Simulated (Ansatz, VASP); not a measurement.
# Cross-check of BaZrO3 between VASP and Ansatz, part 3 of 3

One calculation is typed for both programs; each brings its own data sets. How far apart do they land? The cell is taken from a series of runs on this material, whose earlier steps may have relaxed, scaled, displaced or heated it; both programs get it as it stands.

VASP 6.6.1 and Ansatz 0.2.0.

So far: The structure; Ansatz: zone-centre phonons, PBE; VASP: zone-centre phonons, PBE.

### 3. VASP: zone-centre phonons, PBE (continued)

Level of this step: PBE; plane waves and PAW (O, Zr_sv, Ba_sv) (VASP).

Numbers of over 12 decimals in the logs are rounded to 6 here.

From OUTCAR (step 3):

```text
ion  position               nearest neighbor table
   1  0.000  0.500  0.500-   4 2.16   4 2.16   5 3.05   5 3.05   5 3.05   5 3.05
   2  0.500  0.000  0.500-   4 2.16   4 2.16   5 3.05   5 3.05   5 3.05   5 3.05
   3  0.500  0.500  0.000-   4 2.16   4 2.16   5 3.05   5 3.05   5 3.05   5 3.05
   4  0.500  0.500  0.500-   1 2.16   2 2.16   3 2.16   3 2.16   2 2.16   1 2.16   5 3.73   5 3.73
                             5 3.73   5 3.73   5 3.73   5 3.73   5 3.73   5 3.73
   5  0.000  0.000  0.000-   1 3.05   2 3.05   3 3.05   1 3.05   2 3.05   1 3.05   3 3.05   1 3.05
                             2 3.05   3 3.05   2 3.05   3 3.05   4 3.73   4 3.73   4 3.73   4 3.73

  LATTYP: Found a simple cubic cell.
 ALAT       =     4.3101130696

 Subroutine GETGRP returns: Found 48 space group operations
 (whereof 48 operations were pure point group operations)

The static configuration has the point symmetry O_h .

 Found     35 irreducible k-points:

   k-points           NKPTS =     35   k-points in BZ     NKDIM =     35   number of bands    NBANDS=     26

   dimension x,y,z NGX =    36 NGY =   36 NGZ =   36
   dimension x,y,z NGXF=    72 NGYF=   72 NGZF=   72

   ENCUT  =  600.0 eV  44.10 Ry    6.64 a.u.   8.61  8.61  8.61*2*pi/ulx,y,z

   NELECT =      40.0000    total number of electrons

 k-points in reciprocal lattice and weights: Automatic mesh
   0.00000000  0.00000000  0.00000000       0.002
   0.12500000  0.00000000  0.00000000       0.012
   0.25000000  0.00000000  0.00000000       0.012
   0.37500000  0.00000000  0.00000000       0.012
   0.50000000  0.00000000  0.00000000       0.006
   0.12500000  0.12500000  0.00000000       0.023
   0.25000000  0.12500000  0.00000000       0.047
   0.37500000  0.12500000  0.00000000       0.047
   0.50000000  0.12500000  0.00000000       0.023
[...]
0.50000000  0.50000000  0.37500000       0.012
   0.50000000  0.50000000  0.50000000       0.002

 average (electrostatic) potential at core
       1 -69.9396       2 -69.9396       3 -69.9396       4 -79.3335       5 -34.5048

  Total       -3.5348463     -3.5348463     -3.5348463     -0.0000000      0.0000000     -0.0000000
[...]
2     0.00000     6.14237     0.00000
    3    -0.00000    -0.00000     6.14237
 ion    5
    1     2.70577     0.00000    -0.00000
    2     0.00000     2.70577     0.00000
    3    -0.00000    -0.00000     2.70577

 Eigenvectors and eigenvalues of the dynamical matrix
 ----------------------------------------------------

   1 f  =   12.424166 THz    78.063339 2PiTHz  414.425578 cm-1    51.382200 meV
             X         Y         Z           dx          dy          dz
      0.000000  2.155057  2.155057    -0.440460   -0.336319    0.000000
      2.155057  0.000000  2.155057     0.213213    0.694774    0.000000
      2.155057  2.155057  0.000000     0.213213   -0.336319   -0.000000
      2.155057  2.155057  2.155057    -0.030169    0.047588    0.000000
      0.000000  0.000000  0.000000     0.029181   -0.046029    0.000000

   2 f  =   12.424166 THz    78.063339 2PiTHz  414.425578 cm-1    51.382200 meV
             X         Y         Z           dx          dy          dz
      0.000000  2.155057  2.155057     0.694774   -0.213213    0.000000
      2.155057  0.000000  2.155057    -0.336319    0.440460   -0.000000
      2.155057  2.155057  0.000000    -0.336319   -0.213213    0.000000
      2.155057  2.155057  2.155057     0.047588    0.030169   -0.000000
      0.000000  0.000000  0.000000    -0.046029   -0.029181    0.000000

   3 f  =   12.424166 THz    78.063339 2PiTHz  414.425578 cm-1    51.382200 meV
             X         Y         Z           dx          dy          dz
      0.000000  2.155057  2.155057     0.000000    0.000000    0.398208
      2.155057  0.000000  2.155057    -0.000000   -0.000000    0.398208
      2.155057  2.155057  0.000000    -0.000000    0.000000   -0.822627
      2.155057  2.155057  2.155057    -0.000000    0.000000   -0.056345
      0.000000  0.000000  0.000000     0.000000   -0.000000    0.054500

   4 f  =    6.014215 THz    37.788428 2PiTHz  200.612622 cm-1    24.872784 meV
             X         Y         Z           dx          dy          dz
      0.000000  2.155057  2.155057     0.000000   -0.172419   -0.046785
      2.155057  0.000000  2.155057    -0.684166    0.000000    0.046785
      2.155057  2.155057  0.000000     0.684166    0.172419   -0.000000
      2.155057  2.155057  2.155057    -0.000000   -0.000000   -0.000000
      0.000000  0.000000  0.000000     0.000000    0.000000   -0.000000

   5 f  =    6.014215 THz    37.788428 2PiTHz  200.612622 cm-1    24.872784 meV
             X         Y         Z           dx          dy          dz
      0.000000  2.155057  2.155057    -0.000000   -0.184511    0.682609
      2.155057  0.000000  2.155057    -0.000179    0.000000   -0.682609
      2.155057  2.155057  0.000000     0.000179    0.184511    0.000000
      2.155057  2.155057  2.155057    -0.000000    0.000000    0.000000
      0.000000  0.000000  0.000000     0.000000    0.000000    0.000000

   6 f  =    6.014215 THz    37.788428 2PiTHz  200.612622 cm-1    24.872784 meV
             X         Y         Z           dx          dy          dz
      0.000000  2.155057  2.155057     0.000000    0.660475    0.178482
      2.155057  0.000000  2.155057    -0.178654   -0.000000   -0.178482
      2.155057  2.155057  0.000000     0.178654   -0.660475    0.000000
      2.155057  2.155057  2.155057     0.000000    0.000000   -0.000000
      0.000000  0.000000  0.000000    -0.000000   -0.000000    0.000000

   7 f  =    4.192586 THz    26.342795 2PiTHz  139.849615 cm-1    17.339135 meV
             X         Y         Z           dx          dy          dz
      0.000000  2.155057  2.155057    -0.123947   -0.222484    0.003047
      2.155057  0.000000  2.155057    -0.095451   -0.288903    0.003047
      2.155057  2.155057  0.000000    -0.095451   -0.222484    0.003957
      2.155057  2.155057  2.155057     0.315030    0.734292   -0.010057
      0.000000  0.000000  0.000000    -0.150323   -0.350382    0.004799

   8 f  =    4.192586 THz    26.342795 2PiTHz  139.849615 cm-1    17.339135 meV
             X         Y         Z           dx          dy          dz
      0.000000  2.155057  2.155057    -0.250069    0.084266    0.120134
      2.155057  0.000000  2.155057    -0.192578    0.109422    0.120134
      2.155057  2.155057  0.000000    -0.192578    0.084266    0.155998
      2.155057  2.155057  2.155057     0.635590   -0.278115   -0.396494
      0.000000  0.000000  0.000000    -0.303284    0.132708    0.189195

   9 f  =    4.192586 THz    26.342795 2PiTHz  139.849615 cm-1    17.339135 meV
             X         Y         Z           dx          dy          dz
      0.000000  2.155057  2.155057    -0.144727    0.044938   -0.210185
      2.155057  0.000000  2.155057    -0.111455    0.058353   -0.210185
      2.155057  2.155057  0.000000    -0.111455    0.044938   -0.272932
      2.155057  2.155057  2.155057     0.367847   -0.148314    0.693701
      0.000000  0.000000  0.000000    -0.175526    0.070771   -0.331013

  10 f  =    1.956989 THz    12.296125 2PiTHz   65.278127 cm-1     8.093453 meV
             X         Y         Z           dx          dy          dz
      0.000000  2.155057  2.155057     0.408707   -0.024512    0.012053
      2.155057  0.000000  2.155057     0.474450   -0.021116    0.012053
      2.155057  2.155057  0.000000     0.474450   -0.024512    0.010383
      2.155057  2.155057  2.155057     0.165137   -0.008532    0.004195
      0.000000  0.000000  0.000000    -0.593446    0.030660   -0.015076

  11 f  =    1.956989 THz    12.296125 2PiTHz   65.278127 cm-1     8.093453 meV
             X         Y         Z           dx          dy          dz
      0.000000  2.155057  2.155057    -0.021769   -0.473495    0.031823
      2.155057  0.000000  2.155057    -0.025271   -0.407884    0.031823
      2.155057  2.155057  0.000000    -0.025271   -0.473495    0.027413
      2.155057  2.155057  2.155057    -0.008796   -0.164804    0.011076
      0.000000  0.000000  0.000000     0.031609    0.592252   -0.039804

  12 f  =    1.956989 THz    12.296125 2PiTHz   65.278127 cm-1     8.093453 meV
             X         Y         Z           dx          dy          dz
      0.000000  2.155057  2.155057     0.008931   -0.032411   -0.474016
      2.155057  0.000000  2.155057     0.010368   -0.027920   -0.474016
      2.155057  2.155057  0.000000     0.010368   -0.032411   -0.408333
      2.155057  2.155057  2.155057     0.003609   -0.011281   -0.164986
      0.000000  0.000000  0.000000    -0.012968    0.040540    0.592903

  13 f/i=    0.010472 THz     0.065799 2PiTHz    0.349318 cm-1     0.043310 meV
             X         Y         Z           dx          dy          dz
      0.000000  2.155057  2.155057    -0.071628    0.227592   -0.004742
      2.155057  0.000000  2.155057    -0.071700    0.227363   -0.004742
      2.155057  2.155057  0.000000    -0.071700    0.227592   -0.004737
      2.155057  2.155057  2.155057    -0.172823    0.548576   -0.011430
      0.000000  0.000000  0.000000    -0.212068    0.673147   -0.014025

  14 f/i=    0.010472 THz     0.065799 2PiTHz    0.349318 cm-1     0.043310 meV
             X         Y         Z           dx          dy          dz
      0.000000  2.155057  2.155057    -0.223734   -0.071416   -0.041272
      2.155057  0.000000  2.155057    -0.223959   -0.071344   -0.041272
      2.155057  2.155057  0.000000    -0.223959   -0.071416   -0.041231
      2.155057  2.155057  2.155057    -0.539821   -0.172137   -0.099481
      0.000000  0.000000  0.000000    -0.662403   -0.211226   -0.122071

  15 f/i=    0.010472 THz     0.065799 2PiTHz    0.349318 cm-1     0.043310 meV
             X         Y         Z           dx          dy          dz
      0.000000  2.155057  2.155057     0.040735    0.007949   -0.235022
      2.155057  0.000000  2.155057     0.040776    0.007941   -0.235022
      2.155057  2.155057  0.000000     0.040776    0.007949   -0.234786
      2.155057  2.155057  2.155057     0.098285    0.019161   -0.566487
      0.000000  0.000000  0.000000     0.120604    0.023512   -0.695125

 MACROSCOPIC STATIC DIELECTRIC TENSOR IONIC CONTRIBUTION
 ------------------------------------------------------
         182.258045     0.000000    -0.000000
           0.000000   182.258045    -0.000000
          -0.000000    -0.000000   182.258045
 ------------------------------------------------------

 ELASTIC MODULI CONTR FROM IONIC RELAXATION (kBar)
 Direction    XX          YY          ZZ          XY          YZ          ZX
 --------------------------------------------------------------------------------
 XX           0.0000      0.0000      0.0000      0.0000      0.0000      0.0000
 YY           0.0000      0.0000      0.0000      0.0000      0.0000      0.0000
 ZZ           0.0000      0.0000      0.0000      0.0000      0.0000      0.0000
 XY           0.0000      0.0000      0.0000      0.0000      0.0000      0.0000
 YZ           0.0000      0.0000      0.0000      0.0000      0.0000      0.0000
 ZX           0.0000      0.0000      0.0000      0.0000      0.0000      0.0000
 --------------------------------------------------------------------------------

 PIEZOELECTRIC TENSOR IONIC CONTR  for field in x, y, z        (C/m^2)
          XX          YY          ZZ          XY          YZ          ZX
  --------------------------------------------------------------------------------
  x     0.00000     0.00000     0.00000     0.00000     0.00000     0.00000
  y     0.00000     0.00000     0.00000     0.00000     0.00000     0.00000
  z     0.00000     0.00000     0.00000     0.00000     0.00000     0.00000
```

The gap is read on the k-mesh alone, so it is an upper bound where the band edges lie off the mesh. Energies printed during the response cycles are not total energies of the cell. Harder data sets than Ba_sv exist (the GW ones), and pressures, volumes and forces can shift noticeably with them.

### 4. Differences

Known differences besides the potentials themselves: fixed occupations in Ansatz, narrow Gaussian smearing in VASP; the cutoff is 420 eV in Ansatz and 600 eV in VASP. Total energies have different zeros and are not compared.

Compared:

```csv
quantity,Ansatz,VASP,difference
ε∞ xx,4.88,4.89,-0.19 %
ε∞ yy,4.88,4.89,-0.19 %
ε∞ zz,4.88,4.89,-0.19 %
Born charge of O1 (mean of the diagonal) (e),-2.95,-2.95,0.00
Born charge of Zr4 (mean of the diagonal) (e),6.13,6.14,-0.01
Born charge of Ba5 (mean of the diagonal) (e),2.72,2.71,+0.01
optical mode 1 to 3 (cm⁻¹),43.2,65.3,-22.1
optical mode 4 to 6 (cm⁻¹),134.0,139.8,-4.16 %
optical mode 7 to 9 (cm⁻¹),194.6,200.6,-2.99 %
optical mode 10 to 12 (cm⁻¹),409.8,414.4,-1.13 %
```

Modes are paired by rising frequency, not by their patterns, so a pair may set unlike modes beside each other; they are those without the splitting of longitudinal modes.

### 5. Outcome

- r.m.s. difference of the optical zone-centre modes, each program's sorted by frequency (zone-centre phonons, PBE): 12 cm⁻¹
- difference in optical mode 4 to 6 (zone-centre phonons, PBE): -4.2 %

What this shows: The r.m.s. difference of the optical zone-centre modes, each program's sorted by frequency is 12 cm⁻¹ (zone-centre phonons, PBE). Among the rows given in per cent, the largest difference of the zone-centre phonons, PBE pair is in optical mode 4 to 6, -4.2 %. What causes the difference of the zone-centre phonons, PBE pair stays open here. How closely two codes agree says nothing of how well the functional describes the real material.

[Lines on the potential files, build, host, timing and source positions are cut from VASP's logs without a mark.]

[Logs are printed without paths, hosts, clocks, repeated set-up lines and the standing remarks that a program may print on its own settings, such as how far it seeks lower states.]

[Hosts, paths, dates, database ids (printed as entryN), source tags and the programs' standing remarks are cut or masked in the printed files.]
